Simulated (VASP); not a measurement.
**Bi2Se3 (Paraguanajuatite): band structure with PBE**

Bi2Se3 (Paraguanajuatite):

```
Bi Se
1.0
     2.06570    1.19263    9.52759
    -2.06570    1.19263    9.52759
     0.00000   -2.38527    9.52759
Bi Se
2 3
Direct
  0.40029 0.40029 0.40029
  0.59971 0.59971 0.59971
  0.00000 0.00000 0.00000
  0.21145 0.21145 0.21145
  0.78855 0.78855 0.78855
```

```yaml
Program: VASP 6.6.1
Task: band structure
Functional: PBE
Potentials_or_basis: VASP PAW PBE potentials, release 64 (Bi_d, Se)
Cutoff: 520 eV
k_mesh: 9 × 9 × 8
Occupations: gaussian, width 0.03 eV
Spin: no spin polarisation
Further_INCAR_settings: ALGO = Fast; EDIFF = 1e-06
```

```yaml
Pressure: 2.9 GPa
Largest_force: 0.087 eV/Å
Band_gap_on_the_k_mesh: 0.19 eV, direct
Band_gap_along_the_path: 0.19 eV, direct
```

Forces on the atoms (eV/Å):
```
Bi   0.000  0.000  0.009
Bi   0.000  0.000 -0.009
Se   0.000  0.000  0.000
Se   0.000  0.000 -0.087
Se   0.000  0.000  0.087
```

Levels at the corners of the path, in eV from the valence-band top:
```tsv
point	band 22	band 23	band 24	band 25	band 26	band 27
Γ	-1.25	-1.25	0.00	0.19	1.35	1.35
L	-2.23	-1.28	-0.58	0.81	1.85	2.98
L	-2.23	-1.28	-0.58	0.81	1.85	2.98
B1	-1.95	-1.12	-0.74	1.60	2.18	2.83
B	-1.95	-1.12	-0.74	1.60	2.18	2.83
Z	-1.46	-1.46	-0.51	0.66	1.66	1.66
Z	-1.46	-1.46	-0.51	0.66	1.66	1.66
Γ	-1.25	-1.25	0.00	0.19	1.35	1.35
Γ	-1.25	-1.25	0.00	0.19	1.35	1.35
X	-1.80	-1.28	-0.72	1.60	2.48	2.55
Q	-1.80	-1.28	-0.72	1.60	2.48	2.55
F	-1.93	-1.72	-1.04	1.31	1.92	2.53
F	-1.93	-1.72	-1.04	1.31	1.92	2.53
P1	-1.58	-1.44	-1.17	1.30	1.98	2.29
P1	-1.58	-1.44	-1.17	1.30	1.98	2.29
Z	-1.46	-1.46	-0.51	0.66	1.66	1.66
L	-2.23	-1.28	-0.58	0.81	1.85	2.98
P	-1.58	-1.44	-1.17	1.30	1.98	2.29
```

Run time: 55 min on 2 MPI ranks on AMD EPYC 9R45 96-Core Processor (Zen 5), on a shared host, peak memory 1.4 GiB a rank.

Caveat: spin-orbit coupling is left out, which as a rule narrows the gap of such compounds by several tenths of an eV. PBE gaps usually lie below the measured ones, often by a third to a half.
